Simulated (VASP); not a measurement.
# LaC2 with r2SCAN + rVV10: from relaxation to properties, part 2 of 2

Aim: relax LaC2, then compute properties on the relaxed cell. The start is a cell from a database of measured crystal structures.

VASP 6.6.1; r2SCAN with rVV10; plane waves and PAW (La, C).

Still holding for the runs below: This run has no spin polarisation. Its electron count is odd, so without a moment it is a metal by construction.

So far. Step 12 (Volume scan with r2SCAN + rVV10 (run 7)): The pressure falls from -4.67 to -6.70 GPa. The parabola predicted -6.61 GPa, +0.09 GPa off.

## 13. Comparing the runs

Times are for 2 MPI ranks of AMD EPYC 7R43, shared host. The series side by side:

| no. | volume scale | energy above the lowest point (meV/atom) | pressure (GPa) | time | memory (GiB) |
| --- | --- | --- | --- | --- | --- |
| 1 | 0.94 | 27.75 | 9.069 | 2.8 min | 0.6 |
| 2 | 0.96 | 12.03 | 5.718 | 3.7 min | 0.59 |
| 3 | 0.98 | 2.99 | 2.707 | 3.5 min | 0.59 |
| 4 | 1 | 0 | 0.003047 | 2.3 min | 0.61 |
| 5 | 1.02 | 2.46 | -2.434 | 4.4 min | 0.6 |
| 6 | 1.04 | 9.9 | -4.673 | 3.3 min | 0.61 |
| 7 | 1.06 | 21.81 | -6.699 | 4 min | 0.75 |

## 14. Fit for r2SCAN + rVV10

This step: Birch-Murnaghan fit, r2SCAN with rVV10; plane waves and PAW (VASP 6.6.1).

This step runs nothing: it gathers the runs above.

Numbers from this step:

* pressure derivative of the bulk modulus: 3.973
* r.m.s. error of the fit: 3.91e-6 eV/atom
* minimum inside the sampled range: yes
* bulk modulus: 129.0 GPa
* equilibrium volume of the fit: 16.94 Å³/atom

Table of energy above the fitted minimum by volume:

| volume (Å³/atom) | energy above the fitted minimum (eV/atom) |
| --- | --- |
| 15.912 | 0.0278 |
| 16.251 | 0.0120 |
| 16.589 | 0.00300 |
| 16.928 | 7.7e-6 |
| 17.267 | 0.00247 |
| 17.605 | 0.00991 |
| 17.944 | 0.0218 |

The fitted volume lies +0.06 % from the relaxed one. The atoms bear forces along the scan, since they were held; freeing them would lower the modulus.

## 15. Independent-particle dielectric function (r2SCAN + rVV10)

This step: r2SCAN with rVV10; plane waves and PAW (La, C) (VASP 6.6.1).

LOPTICS sums transitions from filled to empty bands. The mesh is finer than in the run before. NBANDS is raised for it.

File INCAR:

```
SYSTEM = LaC2
PREC = Accurate
ENCUT = 520
EDIFF = 1E-06
NELM = 100
ISMEAR = 0
SIGMA = 0.05
LREAL = .FALSE.
ALGO = Normal
METAGGA = R2SCAN
LUSE_VDW = .TRUE.
IVDW_NL = 2
BPARAM = 11.95
CPARAM = 0.0093
LASPH = .TRUE.
NBANDS = 33
LORBIT = 11
LWAVE = .FALSE.
LCHARG = .FALSE.
KPAR = 2
LOPTICS = .TRUE.
NEDOS = 1500
CSHIFT = 0.1
```

File POSCAR:

```
LaC2
1.0
   -1.9661423123      1.9661423123      3.2842433333
    1.9661423123     -1.9661423123      3.2842433333
    1.9661423123      1.9661423123     -3.2842433333
La C
1 2
Direct
    0.0000000000      0.0000000000      0.0000000000
    0.4017310197      0.4017310197      0.0000000000
    0.5982689803      0.5982689803      0.0000000000
```

File KPOINTS:

```
Automatic mesh
0
Gamma
10 10 10
0 0 0
```

Potentials, in the order of the species: La and C (PBE family, release 64).

Started as:

```
mpirun -np 2 vasp_std
```

Run time: 8.5 min. Hardware: 2 MPI ranks of AMD EPYC 7R43, shared host; peak memory 0.94 GiB.

These are independent-particle spectra without excitons or local fields, and fine structure depends on the mesh and on CSHIFT. The intraband (Drude) part is not in this spectrum.

Numbers from this step:

- SCF cycles: 20
- bands: 33
- irreducible k-points: 102
- free energy (TOTEN): -50.2966 eV
- energy at zero smearing: -50.2957 eV
- Fermi energy: 7.497 eV
- pressure: -0.03869 GPa

The imaginary dielectric function has structure finer than the step of the table below, so its rows give means over 0.5 eV, whole bins alone (the curve runs from 0 to 25.0 eV). Peaks (eV: height): xx 0.09: 78.9; zz 0.09: 51.3, 9.16: 9.19.

Table of imaginary dielectric function by photon energy; means over each step:

| photon energy (eV) | xx | zz |
| --- | --- | --- |
| 0.5 | 22.5 | 3.05 |
| 1.0 | 2.15 | 0.870 |
| 1.5 | 1.10 | 0.572 |
| 2.0 | 0.793 | 0.296 |
| 2.5 | 0.746 | 0.309 |
| 3.0 | 1.46 | 1.04 |
| 3.5 | 2.24 | 1.95 |
| 4.0 | 1.72 | 1.75 |
| 4.5 | 1.86 | 1.96 |
| 5.0 | 1.56 | 2.28 |
| 5.5 | 1.65 | 3.98 |
| 6.0 | 1.94 | 4.31 |
| 6.5 | 3.53 | 5.21 |
| 7.0 | 4.35 | 2.69 |
| 7.5 | 4.48 | 2.37 |
| 8.0 | 5.19 | 2.69 |
| 8.5 | 5.76 | 3.76 |
| 9.0 | 5.79 | 6.90 |
| 9.5 | 5.23 | 7.13 |
| 10.0 | 3.04 | 5.61 |
| 10.5 | 2.85 | 5.70 |
| 11.0 | 2.03 | 4.49 |
| 11.5 | 1.79 | 3.15 |
| 12.0 | 1.42 | 3.02 |
| 12.5 | 1.43 | 1.97 |
| 13.0 | 1.28 | 1.09 |
| 13.5 | 1.55 | 1.46 |
| 14.0 | 1.40 | 1.12 |
| 14.5 | 1.00 | 0.965 |
| 15.0 | 0.830 | 1.17 |
| 15.5 | 0.875 | 0.736 |
| 16.0 | 1.07 | 0.589 |
| 16.5 | 1.07 | 0.749 |
| 17.0 | 1.15 | 0.826 |
| 17.5 | 1.39 | 0.966 |
| 18.0 | 1.67 | 1.13 |
| 18.5 | 1.68 | 1.24 |
| 19.0 | 1.33 | 1.00 |
| 19.5 | 1.24 | 1.01 |
| 20.0 | 1.65 | 1.28 |
| 20.5 | 2.22 | 1.80 |
| 21.0 | 2.29 | 1.68 |
| 21.5 | 2.40 | 1.49 |
| 22.0 | 2.43 | 1.48 |
| 22.5 | 2.24 | 1.25 |
| 23.0 | 2.07 | 1.46 |
| 23.5 | 1.43 | 1.74 |
| 24.0 | 1.14 | 1.50 |
| 24.5 | 1.05 | 1.40 |

Table of real dielectric function by photon energy:

| photon energy (eV) | xx | zz |
| --- | --- | --- |
| 0.0 | 130 | 80.6 |
| 0.5 | -9.33 | 1.20 |
| 1.0 | -0.724 | 4.29 |
| 1.5 | 2.48 | 4.21 |
| 2.0 | 3.12 | 4.71 |
| 2.5 | 4.17 | 5.27 |
| 3.0 | 4.96 | 6.09 |
| 3.5 | 4.03 | 5.48 |
| 4.0 | 4.04 | 5.11 |
| 4.5 | 3.93 | 5.25 |
| 5.0 | 4.26 | 5.80 |
| 5.5 | 4.54 | 5.30 |
| 6.0 | 5.03 | 5.17 |
| 6.5 | 5.64 | 2.78 |
| 7.0 | 4.21 | 2.05 |
| 7.5 | 4.60 | 3.90 |
| 8.0 | 3.73 | 3.96 |
| 8.5 | 1.86 | 5.15 |
| 9.0 | 1.37 | 6.24 |
| 9.5 | -0.673 | 1.22 |
| 10.0 | -1.03 | 0.245 |
| 10.5 | -0.542 | -1.09 |
| 11.0 | -0.607 | -1.58 |
| 11.5 | -0.133 | -0.830 |
| 12.0 | 0.0130 | -0.992 |
| 12.5 | 0.329 | -1.98 |
| 13.0 | 0.616 | -0.800 |
| 13.5 | 0.625 | -0.260 |
| 14.0 | 0.369 | -0.593 |
| 14.5 | 0.379 | 0.137 |
| 15.0 | 0.618 | 0.0270 |
| 15.5 | 1.11 | -0.0609 |
| 16.0 | 1.07 | 0.380 |
| 16.5 | 1.11 | 0.781 |
| 17.0 | 1.38 | 0.907 |
| 17.5 | 1.45 | 0.879 |
| 18.0 | 1.38 | 0.860 |
| 18.5 | 0.810 | 0.718 |
| 19.0 | 0.803 | 0.835 |
| 19.5 | 1.27 | 0.984 |
| 20.0 | 1.53 | 1.29 |
| 20.5 | 1.37 | 1.17 |
| 21.0 | 0.704 | 0.406 |
| 21.5 | 0.599 | 0.343 |
| 22.0 | 0.355 | 0.386 |
| 22.5 | -0.348 | 0.434 |
| 23.0 | -0.654 | 0.532 |
| 23.5 | -0.840 | 0.214 |
| 24.0 | -0.567 | -0.194 |
| 24.5 | -0.650 | -0.330 |

## 16. What came out

- relaxed volume: 16.93 Å³/atom
- relaxed conventional cell a, b, c: 3.932, 3.932, 6.568 Å
- space group after relaxing, within 0.02 Å: I4/mmm (No. 139)
- band gap: none, a metal
- DOS at the Fermi level: 0.956 states/eV/cell
- bulk modulus from the fit: 129 GPa
- volume from the fit: 16.9 Å³/atom

In words: With r2SCAN + rVV10, LaC2 relaxes to 16.93 Å³/atom in space group I4/mmm (held by the symmetry of the run), comes out as a metal and has a bulk modulus of 129 GPa at fixed shape and positions, an upper bound. Against the listed cell the volume lies -0.1 % (a under 0.05 %, c -0.1 %). Band structure (r2SCAN + rVV10): Of the bands kept, 2 cross the Fermi level on this path. Spin-orbit coupling is left out, and with elements this heavy it would split and shift bands near the Fermi level. The k-sampling is coarse for a metal, so the Fermi level, pressures and the shape of the cell carry errors. With an odd electron count and no spin the cell is a metal by construction. No search among competing phases was made, and a listed structure need not be the one stable at ambient conditions. All values are for a static lattice at zero temperature.

[Lines on the potential files, build, host, timing and source positions are cut from VASP's logs without a mark.]

[Logs are printed without paths, hosts, clocks, repeated set-up lines and the standing remarks that a program may print on its own settings, such as how far it seeks lower states.]

[Hosts, paths, dates, database ids (printed as entryN), source tags and the programs' standing remarks are cut or masked in the printed files.]

[A measured line is paired with the nearest computed mode of its activity, which favours agreement.]
